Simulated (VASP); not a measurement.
Output of a VASP run:

OSZICAR:
```
...
RMM:   3    -0.550273850888E+03    0.60683E-06   -0.72353E-04   648   0.687E-02    0.224E-02
RMM:   4    -0.550273865250E+03   -0.14362E-04   -0.13968E-04   649   0.287E-02    0.128E-02
RMM:   5    -0.550273867851E+03   -0.26012E-05   -0.24124E-05   420   0.120E-02
  12 F= -.55027387E+03 E0= -.55027387E+03  d E =-.131169E-02  mag=     2.0000
       N       E                     dE             d eps       ncg     rms          rms(c)
DAV:   1    -0.550273888413E+03   -0.23163E-04   -0.44370E-03   736   0.190E-01    0.121E-02
RMM:   2    -0.550273891784E+03   -0.33710E-05   -0.54746E-05   578   0.210E-02    0.716E-03
RMM:   3    -0.550273891659E+03    0.12489E-06   -0.88193E-06   358   0.788E-03    0.279E-03
RMM:   4    -0.550273891795E+03   -0.13661E-06   -0.16125E-06   354   0.295E-03
  13 F= -.55027389E+03 E0= -.55027389E+03  d E =-.133563E-02  mag=     2.0000
       N       E                     dE             d eps       ncg     rms          rms(c)
DAV:   1    -0.550274251738E+03   -0.36008E-03   -0.80520E-02   672   0.793E-01    0.573E-02
RMM:   2    -0.550274319343E+03   -0.67605E-04   -0.10962E-03   640   0.927E-02    0.338E-02
RMM:   3    -0.550274321062E+03   -0.17191E-05   -0.20790E-04   647   0.363E-02    0.160E-02
RMM:   4    -0.550274325726E+03   -0.46636E-05   -0.44297E-05   468   0.160E-02
  14 F= -.55027433E+03 E0= -.55027433E+03  d E =-.433930E-03  mag=     2.0000
       N       E                     dE             d eps       ncg     rms          rms(c)
DAV:   1    -0.550274328461E+03   -0.73988E-05   -0.52934E-04   736   0.646E-02    0.580E-03
RMM:   2    -0.550274328619E+03   -0.15842E-06   -0.61196E-06   375   0.689E-03    0.291E-03
RMM:   3    -0.550274328546E+03    0.73178E-07   -0.83572E-07   313   0.254E-03    0.148E-03
RMM:   4    -0.550274328551E+03   -0.51150E-08   -0.16942E-07   148   0.135E-03
  15 F= -.55027433E+03 E0= -.55027433E+03  d E =-.436756E-03  mag=     2.0000
       N       E                     dE             d eps       ncg     rms          rms(c)
DAV:   1    -0.550274497249E+03   -0.16870E-03   -0.32097E-02   672   0.486E-01    0.394E-02
RMM:   2    -0.550274521123E+03   -0.23874E-04   -0.44939E-04   640   0.590E-02    0.228E-02
RMM:   3    -0.550274521369E+03   -0.24635E-06   -0.85629E-05   606   0.230E-02    0.113E-02
RMM:   4    -0.550274523729E+03   -0.23596E-05   -0.20235E-05   409   0.103E-02
  16 F= -.55027452E+03 E0= -.55027452E+03  d E =-.195177E-03  mag=     2.0000
       N       E                     dE             d eps       ncg     rms          rms(c)
DAV:   1    -0.550274524539E+03   -0.31697E-05   -0.50342E-05   616   0.187E-02    0.399E-03
RMM:   2    -0.550274524677E+03   -0.13849E-06   -0.17579E-06   354   0.385E-03    0.256E-03
RMM:   3    -0.550274524666E+03    0.11507E-07   -0.12507E-07   137   0.140E-03    0.159E-03
RMM:   4    -0.550274524647E+03    0.18925E-07   -0.18588E-08    91   0.131E-03
  17 F= -.55027452E+03 E0= -.55027452E+03  d E =-.196096E-03  mag=     2.0000
       N       E                     dE             d eps       ncg     rms          rms(c)
DAV:   1    -0.550274589019E+03   -0.64353E-04   -0.10934E-02   672   0.280E-01    0.238E-02
RMM:   2    -0.550274596466E+03   -0.74476E-05   -0.15360E-04   640   0.346E-02    0.139E-02
RMM:   3    -0.550274596178E+03    0.28810E-06   -0.30385E-05   426   0.138E-02    0.573E-03
RMM:   4    -0.550274596939E+03   -0.76056E-06   -0.56843E-06   392   0.571E-03
  18 F= -.55027460E+03 E0= -.55027460E+03  d E =-.722921E-04  mag=     2.0000
```

File OUTCAR:
```
------------------------ aborting loop because EDIFF is reached ----------------------------------------
  FORCE on cell =-STRESS in cart. coord.  units (eV):
  Direction    XX          YY          ZZ          XY          YZ          ZX
  --------------------------------------------------------------------------------------
  Total       13.1721880     13.1899828     13.1854849      5.4344172     -5.4159094      5.4050418
  in kB       57.8200220     57.8981332     57.8783897     23.8546641    -23.7734235     23.7257192
  external PRESSURE =      57.8655150 kB  Pullay stress =       0.0000000 kB
  volume of cell :      365.00
      direct lattice vectors                 reciprocal lattice vectors
     7.146555159  0.000000000  0.000000000     0.139927556  0.000000000  0.000000000
     0.000000000  7.146555159  0.000000000     0.000000000  0.139927556  0.000000000
     0.000000000  0.000000000  7.146555159     0.000000000  0.000000000  0.139927556
 POSITION                                       TOTAL-FORCE (eV/Angst)
 -----------------------------------------------------------------------------------
      3.57370      7.14111      7.14533         0.005331     -0.001182      0.000446
      4.45581      0.91094      0.91512         0.000326      0.000849     -0.002595
      5.35390      1.79616      0.01570         0.000529     -0.004735      0.004205
      6.23893      2.69407      0.91513         0.001514     -0.001015      0.000005
      5.35388      0.01154      1.80016         0.002363      0.001839     -0.001063
      6.23886      0.91109      2.69796         0.000659     -0.001452      0.003775
      0.00018      0.00313      0.00734         0.006531     -0.000634      0.000929
      0.88821      0.89678      0.90091        -0.004840     -0.001853     -0.002342
      1.78054      1.78367      7.14247        -0.001092      0.000200     -0.002276
      2.67997      2.67324      0.89802        -0.000871     -0.006526      0.000776
      3.58176      3.56821      0.00613         0.001104      0.007116      0.000257
      4.47710      4.46993      0.89823        -0.003973     -0.000425      0.001027
      5.36629      5.36946      7.14267         0.001101      0.000637     -0.003379
      6.25306      6.26199      0.90107        -0.000257     -0.000038     -0.000778
      1.78059      7.13825      1.78792        -0.003173      0.001648     -0.005169
      2.67988      0.89393      2.67729         0.002057     -0.000706     -0.001548
      3.49128      1.73128      1.73550        -0.003998      0.002752     -0.001885
      5.41864      3.65851      1.73577         0.001546      0.002316     -0.002523
      6.25597      4.47002      2.67737        -0.001166     -0.003235     -0.000005
      3.58177      0.00188      3.57243        -0.002158      0.004912      0.001743
      4.47690      0.89411      4.47404         0.004310     -0.004435      0.000656
      5.41860      1.73154      3.66258        -0.000181     -0.002948      0.003649
      6.25588      2.67314      4.47405         0.001425     -0.000276      0.001749
      5.36629      7.13849      5.37360        -0.002969      0.003410      0.001406
      6.25304      0.89706      6.26631         0.000152     -0.003601     -0.002780
      0.00871      3.57610      7.14546         0.001612      0.003087     -0.002009
      0.89472      4.46518      0.88934         0.001265     -0.000102      0.000406
      1.79419      5.35572      7.14349        -0.001593      0.003808     -0.002414
      2.68477      6.25505      0.88924        -0.003929     -0.001649      0.004820
      7.13845      1.79597      1.80004        -0.001383     -0.001019     -0.001430
      0.89540      2.67996      2.68395         0.001511     -0.002147      0.000195
      1.78391      3.57493      1.77644        -0.001110     -0.001084      0.002703
      2.68534      4.46433      2.63495         0.005690      0.002814      0.001370
      3.57497      5.36594      1.77657         0.002980     -0.002628     -0.000964
      4.47005      6.25440      2.68398        -0.004625     -0.000281      0.002554
      0.00864      7.14151      3.58022        -0.000356     -0.003834      0.000875
      0.89465      0.88538      4.46926         0.003564     -0.001880      0.001426
      1.78387      1.77237      3.57909         0.002122      0.006044     -0.003395
      2.68554      2.63082      4.46841        -0.001384      0.000156      0.002578
      4.51917      4.46446      4.46844        -0.002934     -0.003052      0.001801
      5.37762      5.36609      3.57920         0.000524      0.000864     -0.001958
      6.26487      6.25532      4.46945         0.000286     -0.002248     -0.003810
      1.79417      7.13934      5.35997        -0.004482     -0.003120     -0.001982
      2.68482      0.88510      6.25918        -0.003520     -0.000219      0.001483
      3.57493      1.77232      5.36997         0.003357      0.005778      0.002345
      4.47000      2.67991      6.25847        -0.003186      0.001648     -0.002649
      5.37764      3.57502      5.37013        -0.002719      0.000027     -0.000725
      6.26494      4.46525      6.25927        -0.000656     -0.003401      0.004528
      0.01147      5.36934      1.78792         0.001658      0.004396     -0.001519
      0.89794      6.25200      2.68225        -0.002264     -0.001595      0.002656
      0.00146      3.56823      3.57252        -0.000061      0.001382      0.000233
      0.90413      4.45848      4.46270        -0.000609      0.000899      0.000145
      1.79635      5.35364      3.56553        -0.000506      0.000502      0.003411
      2.69152      6.24590      4.46256         0.000562      0.001162      0.003966
      0.01147      1.78383      5.37357         0.000646      0.001024      0.002714
      0.89794      2.67819      6.25604         0.000634      0.001665     -0.000845
...
```
(Selected blocks of OUTCAR.)

### POSCAR
```
BC62
1
    7.1465551589    -0.0000000000    -0.0000000000
   -0.0000000000     7.1465551589     0.0000000000
    0.0000000000     0.0000000000     7.1465551589
C B
62 1
Direct
  0.5000000000   0.0000000000   0.0000000000
  0.6308680000   0.1248380000   0.1265660000
  0.7537270000   0.2502580000  -0.0028480000
  0.8706230000   0.3691230000   0.1283420000
  0.7491770000  -0.0047900000   0.2553260000
  0.8718330000   0.1237980000   0.3721420000
  0.0000000000   0.0000000000   0.0000000000
  0.1250000000   0.1250000000   0.1250000000
  0.2500000000   0.2500000000   0.0000000000
  0.3815030000   0.3814510000   0.1206320000
  0.4933320000   0.4958590000   0.0028010000
  0.6289180000   0.6183130000   0.1260890000
  0.7500000000   0.7500000000   0.0000000000
  0.8750000000   0.8750000000   0.1250000000
  0.2500000000   0.0000000000   0.2500000000
  0.3745720000   0.1317490000   0.3735830000
  0.5043980000   0.2506510000   0.2537970000
  0.7497890000   0.4933990000   0.2442040000
  0.8695540000   0.6215130000   0.3815170000
  0.5018470000   0.0044390000   0.5009260000
  0.6268970000   0.1293720000   0.6309810000
  0.7557840000   0.2545530000   0.4943120000
  0.8730520000   0.3684890000   0.6256500000
  0.7500000000   0.0000000000   0.7500000000
  0.8750000000   0.1250000000   0.8750000000
  0.0000000000   0.5000000000   0.0000000000
  0.1250000000   0.6250000000   0.1250000000
  0.2500000000   0.7500000000   0.0000000000
  0.3750000000   0.8750000000   0.1250000000
  0.0000000000   0.2500000000   0.2500000000
  0.1250000000   0.3750000000   0.3750000000
  0.2549060000   0.5002070000   0.2492520000
  0.3792120000   0.6182770000   0.3760180000
  0.4987580000   0.7568000000   0.2542250000
  0.6250000000   0.8750000000   0.3750000000
  0.0000000000   0.0000000000   0.5000000000
  0.1250000000   0.1250000000   0.6250000000
  0.2555870000   0.2476210000   0.4941510000
  0.3753750000   0.3772550000   0.6305090000
  0.6279440000   0.6278250000   0.6287470000
  0.7566490000   0.7482300000   0.4941560000
  0.8750000000   0.8750000000   0.6250000000
  0.2500000000   0.0000000000   0.7500000000
  0.3750000000   0.1250000000   0.8750000000
  0.4963850000   0.2441840000   0.7543140000
  0.6250000000   0.3750000000   0.8750000000
  0.7543490000   0.5012530000   0.7558130000
  0.8750000000   0.6250000000   0.8750000000
  0.0000000000   0.7500000000   0.2500000000
  0.1250000000   0.8750000000   0.3750000000
  0.0000000000   0.5000000000   0.5000000000
  0.1250000000   0.6250000000   0.6250000000
  0.2500000000   0.7500000000   0.5000000000
  0.3750000000   0.8750000000   0.6250000000
  0.0000000000   0.2500000000   0.7500000000
  0.1250000000   0.3750000000   0.8750000000
  0.2500000000   0.5000000000   0.7500000000
  0.3750000000   0.6250000000   0.8750000000
  0.5000000000   0.7500000000   0.7500000000
  0.6250000000   0.8750000000   0.8750000000
  0.0000000000   0.7500000000   0.7500000000
  0.1250000000   0.8750000000   0.8750000000
  0.5065200000   0.5037840000   0.5036320000
```

Problem. Write an INCAR and KPOINTS that could have produced this output.

Solution. This is not unique; one that fits is the input of the run itself, PBE GGA, plane waves, VASP's PBE PAW potentials (set 64).

File KPOINTS:
```
K-points
0
G
1 1 1
0 0 0
```

INCAR:
```
SYSTEM = BC62
PREC = Normal
ENCUT = 400
EDIFF = 1E-5
NELM = 100
ALGO = Fast
LREAL = Auto
LASPH = .TRUE.
ISMEAR = 0
SIGMA = 0.05
GGA = PE
LWAVE = .TRUE.
LCHARG = .FALSE.
NELMIN = 4
ISYM = 0
NELECT = 252.0
ISPIN = 2
NUPDOWN = 2
MAGMOM = 63*0.0317
LORBIT = 10
IBRION = 2
ISIF = 2
NSW = 70
EDIFFG = -0.03
```

POTCAR, in this order: C B (PBE.64 set). Program: vasp_gam.

At this cut-off the stress carries a Pulay error, which pulls relaxed volumes low. The cell is charged, with a uniform compensating background. The supercell is sampled at Γ alone, which is coarse: total energies, pressure and levels can be off, energies of defects by several tenths of an eV.

The cell is a supercell with a defect, built from C (diamond): B_C-vac_C, charge -1.
